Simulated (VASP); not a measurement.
An input for Ansatz (written as the equivalent of a VASP run, and not itself run):

Ansatz 0.2 input:
```yaml
crystal:
  lattice:
    - [-1.6250000, 1.6250000, 2.4750000]
    - [1.6250000, -1.6250000, 2.4750000]
    - [1.6250000, 1.6250000, -2.4750000]
  atoms:
    - { symbol: In, position: [0.0000000, 0.0000000, 0.0000000] }
kpoints:
  mp_grid: { grid: [9, 9, 10] }
hamiltonian:
  xc: pbe
  pseudopotentials: { kind: paw }
scf:
  occupations: { method: fermi_dirac, width: 0.1 }
  max_iter: 100
output: { forces: true, stress: true, eigenvalues: true }
```

Task: Write the VASP files for the same calculation (PBE).

Result: One answer among several that fit: 
### KPOINTS
```
kpoints
0
Gamma
  9 9 10
0 0 0
```

File POSCAR:
```
In
1
   -1.6250000000     1.6250000000     2.4750000000
    1.6250000000    -1.6250000000     2.4750000000
    1.6250000000     1.6250000000    -2.4750000000
In
1
Direct
  0.0000000000   0.0000000000   0.0000000000
```

### INCAR
```
! general
SYSTEM   =  In
PREC     =  Accurate
ENCUT    =  300   ! plane-wave cut-off (eV)
LREAL    =  F
LASPH    =  T

! electronic loop
EDIFF    =  1E-6   ! SCF stop (eV)
NELM     =  100   ! most electronic steps
ALGO     =  Normal
LMAXMIX  =  4   ! l cut-off of mixed one-centre charges

! smearing
ISMEAR   =  -1   ! Fermi-Dirac
SIGMA    =  0.1   ! width (eV)

! functional
GGA      =  PE   ! PBE

! ions
ISIF     =  2   ! forces and stress, cell fixed

! output
LWAVE    =  F
LCHARG   =  F
```

POTCAR, in this order: In_d (PBE.64 set). Program: vasp_std.

What does not carry over: each code has its own PAW files, so the cut-off isn't converted (ENCUT is set for VASP's; basis.ecutwfc is left out, and Ansatz then takes the one that its files recommend); Ansatz stops its SCF on the density residual and VASP on the energy change (EDIFF).

The structure is a typed In crystal. The cell was not relaxed at this level.
